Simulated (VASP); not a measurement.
These are PBE GGA with D3 dispersion (Becke-Johnson damping), VASP's PBE PAW potentials (set 64) (plane waves; VASP) values and carry that method's errors.

VASP ran on this input.

**INCAR**
```
! general
SYSTEM  = CsPbBr3
PREC    = Accurate
ENCUT   = 520
LREAL   = .FALSE.
LASPH   = .TRUE.

! electronic loop
EDIFF   = 1E-6
NELM    = 100
ALGO    = Normal
LMAXMIX = 4

! smearing
ISMEAR  = 0
SIGMA   = 0.05

! functional
GGA     = PE
IVDW    = 12

! ions
IBRION  = 2
NSW     = 60
ISIF    = 3
EDIFFG  = -0.02

! output
LWAVE   = .FALSE.
LCHARG  = .FALSE.
```

File KPOINTS:
```
Automatic mesh
0
Gamma
4 4 4
0 0 0
```

POSCAR:
```
CsPbBr3
1.0
  5.8897992470   0.0000000000   0.0000000000
  0.0000000000   5.8897992470   0.0000000000
  0.0000000000   0.0000000000   5.8897992470
Cs Pb Br
1 1 3
Cart
  0.0000000000   0.0000000000   0.0000000000
  2.9448996235   2.9448996235   2.9448996235
  2.9448996235   0.0000000000   2.9448996235
  0.0000000000   2.9448996235   2.9448996235
  2.9448996235   2.9448996235   0.0000000000
```

POTCAR, in this order: Cs_sv Pb_d Br (PBE.64 set). Program: vasp_std.

The run wrote:

**OUTCAR**
```
 ion  position               nearest neighbor table
   1  0.000  0.000  0.000-
   2  0.500  0.500  0.500-   3 2.94   4 2.94   5 2.94   5 2.94   3 2.94   4 2.94
   3  0.500  0.000  0.500-   2 2.94   2 2.94
   4  0.000  0.500  0.500-   2 2.94   2 2.94
   5  0.500  0.500  0.000-   2 2.94   2 2.94
  LATTYP: Found a simple cubic cell.
 ALAT       =     5.8897992470
 Subroutine PRICEL returns:
 Original cell was already a primitive cell.
 Subroutine GETGRP returns: Found 48 space group operations
The static configuration has the point symmetry O_h .
The dynamic configuration has the point symmetry O_h .
 Subroutine INISYM returns: Found 48 space group operations
 Subroutine IBZKPT returns following result:
 Found     10 irreducible k-points:

 Following reciprocal coordinates:
            Coordinates               Weight
  0.000000  0.000000  0.000000      1.000000
  0.250000  0.000000  0.000000      6.000000
  0.500000  0.000000  0.000000      3.000000
  0.250000  0.250000  0.000000     12.000000
  0.500000  0.250000  0.000000     12.000000
  0.500000  0.500000  0.000000      3.000000
  0.250000  0.250000  0.250000      8.000000
  0.500000  0.250000  0.250000     12.000000
  0.500000  0.500000  0.250000      6.000000
  0.500000  0.500000  0.500000      1.000000
   k-points           NKPTS =     10   k-points in BZ     NKDIM =     10   number of bands    NBANDS=     26
   number of dos      NEDOS =    301   number of ions     NIONS =      5
   total plane-waves  NPLWV = 110592
   dimension x,y,z NGX =    48 NGY =   48 NGZ =   48
   dimension x,y,z NGXF=    96 NGYF=   96 NGZF=   96
   ions per type =               1   1   3
   PREC   = accura    normal or accurate (medium, high low for compatibility)
   ISTART =      0    job   : 0-new  1-cont  2-samecut
   ICHARG =      2    charge: 1-file 2-atom 10-const
   ISPIN  =      1    spin polarized calculation?
   LNONCOLLINEAR =      F non collinear calculations
...
```

**OSZICAR**
```
       N       E                     dE             d eps       ncg     rms          rms(c)
DAV:   1     0.402359372294E+03    0.40236E+03   -0.18759E+04   520   0.149E+03
DAV:   2     0.293179789539E+02   -0.37304E+03   -0.36525E+03   662   0.333E+02
DAV:   3    -0.146957565467E+02   -0.44014E+02   -0.43874E+02   588   0.123E+02
DAV:   4    -0.163615853115E+02   -0.16658E+01   -0.16494E+01   704   0.327E+01
DAV:   5    -0.164083067158E+02   -0.46721E-01   -0.46683E-01   632   0.429E+00    0.421E+00
DAV:   6    -0.158598108345E+02    0.54850E+00   -0.10225E+00   764   0.103E+01    0.247E+00
DAV:   7    -0.158136136330E+02    0.46197E-01   -0.56125E-01   756   0.434E+00    0.101E+00
DAV:   8    -0.158231912158E+02   -0.95776E-02   -0.68489E-02   674   0.229E+00    0.194E-01
DAV:   9    -0.158228833743E+02    0.30784E-03   -0.12229E-02   718   0.887E-01    0.107E-01
DAV:  10    -0.158232069647E+02   -0.32359E-03   -0.11215E-03   604   0.211E-01    0.393E-02
DAV:  11    -0.158232880409E+02   -0.81076E-04   -0.18546E-04   616   0.111E-01    0.100E-02
DAV:  12    -0.158232895740E+02   -0.15332E-05   -0.26125E-05   744   0.543E-02    0.742E-03
DAV:  13    -0.158232890892E+02    0.48480E-06   -0.43775E-06   578   0.188E-02
   1 F= -.16909005E+02 E0= -.16909005E+02  d E =-.169090E+02
       N       E                     dE             d eps       ncg     rms          rms(c)
DAV:   1    -0.159377756019E+02   -0.11449E+00   -0.25092E+00   692   0.170E+01    0.153E+00
DAV:   2    -0.158615806329E+02    0.76195E-01   -0.14863E-01   666   0.394E+00    0.577E-01
DAV:   3    -0.158469820136E+02    0.14599E-01   -0.60574E-02   668   0.235E+00    0.192E-01
DAV:   4    -0.158468649826E+02    0.11703E-03   -0.10899E-03   602   0.223E-01    0.128E-01
DAV:   5    -0.158467842401E+02    0.80743E-04   -0.38531E-04   618   0.176E-01    0.254E-02
DAV:   6    -0.158467835916E+02    0.64848E-06   -0.36989E-05   624   0.656E-02    0.533E-03
DAV:   7    -0.158467840989E+02   -0.50725E-06   -0.36260E-06   546   0.160E-02
   2 F= -.16914711E+02 E0= -.16914711E+02  d E =-.570555E-02
       N       E                     dE             d eps       ncg     rms          rms(c)
DAV:   1    -0.158557236824E+02   -0.89401E-02   -0.12887E-01   684   0.377E+00    0.349E-01
DAV:   2    -0.158517829980E+02    0.39407E-02   -0.77281E-03   670   0.904E-01    0.131E-01
DAV:   3    -0.158510308369E+02    0.75216E-03   -0.30731E-03   662   0.528E-01    0.415E-02
DAV:   4    -0.158510197993E+02    0.11038E-04   -0.58801E-05   622   0.523E-02    0.274E-02
DAV:   5    -0.158510108543E+02    0.89450E-05   -0.18753E-05   602   0.395E-02    0.540E-03
DAV:   6    -0.158510103392E+02    0.51510E-06   -0.15687E-06   338   0.148E-02
   3 F= -.16914935E+02 E0= -.16914935E+02  d E =-.592957E-02
```

OUTCAR:
```
------------------------ aborting loop because EDIFF is reached ----------------------------------------
 Edisp (eV)   -1.06392
  FORCE on cell =-STRESS in cart. coord.  units (eV):
  Direction    XX          YY          ZZ          XY          YZ          ZX
  --------------------------------------------------------------------------------------
  Total       0.01338     0.01338     0.01338    -0.00000    -0.00000     0.00000
  in kB       0.10282     0.10282     0.10282    -0.00000    -0.00000     0.00000
  external pressure =        0.10 kB  Pullay stress =        0.00 kB
  volume of cell :      208.53
      direct lattice vectors                 reciprocal lattice vectors
     5.930022578 -0.000000000  0.000000000     0.168633422 -0.000000000 -0.000000000
     0.000000000  5.930022578 -0.000000000     0.000000000  0.168633422  0.000000000
     0.000000000 -0.000000000  5.930022578    -0.000000000  0.000000000  0.168633422
 POSITION                                       TOTAL-FORCE (eV/Angst)
 -----------------------------------------------------------------------------------
      0.00000      0.00000      0.00000        -0.000000      0.000000      0.000000
      2.96501      2.96501      2.96501         0.000000     -0.000000      0.000000
      2.96501     -0.00000      2.96501         0.000000      0.000000      0.000000
      0.00000      2.96501      2.96501        -0.000000      0.000000      0.000000
      2.96501      2.96501     -0.00000        -0.000000      0.000000      0.000000
 -----------------------------------------------------------------------------------
    total drift:                                0.000000     -0.000000     -0.000000
  FREE ENERGIE OF THE ION-ELECTRON SYSTEM (eV)
  ---------------------------------------------------
  free  energy   TOTEN  =       -16.9149347769 eV

  energy  without entropy=      -16.9149347769  energy(sigma->0) =      -16.91493478

 reached required accuracy - stopping structural energy minimisation
```
(Selected blocks of OUTCAR.)

### CONTCAR
```
CsPbBr3
   1.00000000000000
     5.9300225784960361   -0.0000000000000000    0.0000000000000000
     0.0000000000000000    5.9300225784960361   -0.0000000000000000
     0.0000000000000000   -0.0000000000000000    5.9300225784960361
  Cs              Pb              Br
     1     1     3
Direct
     0.0000000000000000    0.0000000000000000    0.0000000000000000
     0.5000000000000000    0.5000000000000000    0.5000000000000000
     0.5000000000000000    0.0000000000000000    0.5000000000000000
     0.0000000000000000    0.5000000000000000    0.5000000000000000
     0.5000000000000000    0.5000000000000000    0.0000000000000000
```

File OUTCAR:
```
 val. band max:        0.9702194845   @ k =   0.5000   0.5000   0.5000

 cond. band min:       2.6197386107   @ k =   0.5000   0.5000   0.5000


 Fermi energy:         1.2446714620

 k-point     1 :       0.0000    0.0000    0.0000
  band No.  band energies     occupation
      1     -20.3894      2.00000
      2     -15.8043      2.00000
      3     -15.8043      2.00000
      4     -15.6700      2.00000
      5     -15.6700      2.00000
      6     -15.6700      2.00000
      7     -13.5959      2.00000
      8     -12.9482      2.00000
      9     -12.9482      2.00000
     10      -7.1775      2.00000
     11      -7.1775      2.00000
     12      -7.1775      2.00000
     13      -5.9421      2.00000
     14      -3.1044      2.00000
     15      -3.1044      2.00000
     16      -3.1044      2.00000
     17      -0.9962      2.00000
     18      -0.9962      2.00000
     19      -0.9962      2.00000
     20      -0.8922      2.00000
     21      -0.8922      2.00000
     22      -0.8922      2.00000
     23       4.1068      0.00000
     24       5.2495      0.00000
     25       5.2495      0.00000
     26       5.9933      0.00000

 k-point     2 :       0.2500    0.0000    0.0000
  band No.  band energies     occupation
      1     -20.3889      2.00000
      2     -15.8042      2.00000
      3     -15.7779      2.00000
      4     -15.6704      2.00000
      5     -15.6704      2.00000
      6     -15.6700      2.00000
      7     -13.5323      2.00000
      8     -13.0594      2.00000
      9     -12.9474      2.00000
     10      -7.1732      2.00000
     11      -7.1723      2.00000
     12      -7.1723      2.00000
     13      -6.3464      2.00000
     14      -3.0600      2.00000
     15      -3.0600      2.00000
     16      -2.2126      2.00000
     17      -1.0605      2.00000
     18      -1.0605      2.00000
     19      -1.0579      2.00000
     20      -0.9464      2.00000
     21      -0.9464      2.00000
     22      -0.8780      2.00000
...
```

Energy and stress use the plane-wave basis of the starting cell. Unless said otherwise, spin-orbit coupling is left out, though it shifts the bands of the heavy elements here.

The compound is CsPbBr3 in the cubic perovskite structure, the ideal cubic form; the compound distorts at low or room temperature. This run relaxes it. Symmetry was kept, so distortions that lower it aren't found. The start is the result of an earlier pass.
